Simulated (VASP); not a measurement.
VASP input:

KPOINTS:
```
Automatic mesh
0
Gamma
3 3 3
0 0 0
```

**INCAR**
```
SYSTEM = GaAs
PREC = Accurate
ENCUT = 400
EDIFF = 1E-6
NELM = 100
ALGO = Normal
LREAL = .FALSE.
LASPH = .TRUE.
ISMEAR = 0
SIGMA = 0.05
GGA = PE
LMAXMIX = 4
LWAVE = .FALSE.
LCHARG = .FALSE.
ISIF = 2
```

### POSCAR
```
GaAs
1
    0.0000000000     5.3384025000     5.3384025000
    5.3384025000     0.0000000000     5.3384025000
    5.3384025000     5.3384025000     0.0000000000
Ga As
1 1
Direct
  0.0000000000   0.0000000000   0.0000000000
  0.2500000000   0.2500000000   0.2500000000
```

POTCAR, in this order: Ga_d As (PBE.64 set). Program: vasp_std.

The resulting files:

### standard output
```
 POSCAR found type information on POSCAR GaAs
 POSCAR found :  2 types and       2 ions
 Reading from existing POTCAR
 Reading from existing POTCAR
 LDA part: xc-table for (Slater+PW92), standard interpolation
 POSCAR, INCAR and KPOINTS ok, starting setup
 WAVECAR not read
 entering main loop
       N       E                     dE             d eps       ncg     rms          rms(c)
DAV:   1     0.512993756747E+02    0.51299E+02   -0.63032E+03   112   0.846E+02
DAV:   2     0.169590456004E+01   -0.49603E+02   -0.48574E+02   147   0.171E+02
DAV:   3    -0.279174261875E+01   -0.44876E+01   -0.44293E+01   114   0.474E+01
DAV:   4    -0.295329275199E+01   -0.16155E+00   -0.15764E+00   114   0.101E+01
DAV:   5    -0.296084332868E+01   -0.75506E-02   -0.75333E-02   130   0.198E+00    0.213E+00
DAV:   6    -0.224125582659E+01    0.71959E+00   -0.11704E+00   104   0.379E+00    0.859E-01
DAV:   7    -0.218315538283E+01    0.58100E-01   -0.47453E-01   127   0.150E+00    0.727E-01
DAV:   8    -0.225604359315E+01   -0.72888E-01   -0.71333E-01   104   0.249E+00    0.815E-01
DAV:   9    -0.217849798778E+01    0.77546E-01   -0.28384E-01   104   0.119E+00    0.159E-01
DAV:  10    -0.218568177952E+01   -0.71838E-02   -0.35076E-02   109   0.575E-01    0.276E-01
DAV:  11    -0.218352232170E+01    0.21595E-02   -0.63490E-02   114   0.579E-01    0.150E-01
DAV:  12    -0.218157619546E+01    0.19461E-02   -0.96826E-03   104   0.209E-01    0.109E-02
DAV:  13    -0.218158527618E+01   -0.90807E-05   -0.99452E-05   104   0.468E-02    0.103E-02
DAV:  14    -0.218158166570E+01    0.36105E-05   -0.43350E-05   104   0.285E-02    0.494E-03
DAV:  15    -0.218158191235E+01   -0.24665E-06   -0.21699E-06   114   0.889E-03
   1 F= -.21815819E+01 E0= -.21686157E+01  d E =-.259324E-01
```

### OUTCAR
```
------------------------ aborting loop because EDIFF is reached ----------------------------------------
  FORCE on cell =-STRESS in cart. coord.  units (eV):
  Direction    XX          YY          ZZ          XY          YZ          ZX
  --------------------------------------------------------------------------------------
  Total       -2.0392941     -2.0392941     -2.0392941      0.0000000     -0.0000000     -0.0000000
  in kB      -10.7380766    -10.7380766    -10.7380766      0.0000000     -0.0000000     -0.0000000
  external PRESSURE =     -10.7380766 kB  Pullay stress =       0.0000000 kB
  volume of cell :      304.27
      direct lattice vectors                 reciprocal lattice vectors
     0.000000000  5.338402500  5.338402500    -0.093660978  0.093660978  0.093660978
     5.338402500  0.000000000  5.338402500     0.093660978 -0.093660978  0.093660978
     5.338402500  5.338402500  0.000000000     0.093660978  0.093660978 -0.093660978
  FREE ENERGIE OF THE ION-ELECTRON SYSTEM (eV)
  ---------------------------------------------------
  free  energy   TOTEN  =        -2.1815819123 eV

  energy  without entropy=       -2.1556495136  energy(sigma->0) =       -2.16861571
```
(Selected blocks of OUTCAR.)

The run ends quietly. Is anything wrong with it?

The cause: the lattice was typed in bohr, and VASP reads ångström. The run ends without an error. Against the sound run, the energy per atom (σ→0) rises by 3.028 eV/atom; the pressure falls by 4.47 GPa; the band gap drops by 0.53 eV; the volume rises by 570 %. To mend it, correct POSCAR, correct KPOINTS.
### POSCAR
```
GaAs
1
    0.0000000000     2.8250000000     2.8250000000
    2.8250000000     0.0000000000     2.8250000000
    2.8250000000     2.8250000000     0.0000000000
Ga As
1 1
Direct
  0.0000000000   0.0000000000   0.0000000000
  0.2500000000   0.2500000000   0.2500000000
```
KPOINTS:
```
Automatic mesh
0
Gamma
6 6 6
0 0 0
```
The mended run (PBE GGA, plane waves, VASP's PBE PAW potentials (set 64)) converges, and its OSZICAR ends with
```
   1 F= -.82238594E+01 E0= -.82238594E+01  d E =-.140983E-10
```

The compound is GaAs in the zinc blende structure. The cell was not relaxed at this level.
